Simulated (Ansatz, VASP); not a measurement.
Two plane-wave programs on ScNb

```
Sc Nb
1.0
     3.06564    0.00000    0.00000
    -1.53282    2.65493    0.00000
     0.00000    0.00000    5.07219
Sc Nb
1 1
Direct
  0.00000 0.00000 0.00000
  0.33333 0.66667 0.50000
```

The cell comes from a database or a generator and needn't be the stable form of this composition.

Alike in both runs: task single point; functional PBEsol; dispersion D3(BJ); k mesh 9 × 9 × 5; no spin polarisation.

|  | VASP | Ansatz |
| --- | --- | --- |
| version | VASP 6.6.1 | Ansatz 0.2.0 |
| potentials or method | VASP PAW PBE potentials, release 64 (Sc_sv, Nb_sv) | plane waves, PAW |
| plane-wave cutoff (eV) | 520 | 420 |
| occupations | methfessel-paxton of order 1, width 0.1 eV | cold, width 0.1 eV |
| valence electrons in the cell | 24 | 24 |

```tsv
	VASP	Ansatz	Ansatz less VASP
dispersion energy (meV/atom)	-562.4	-562.6	-0.18
```
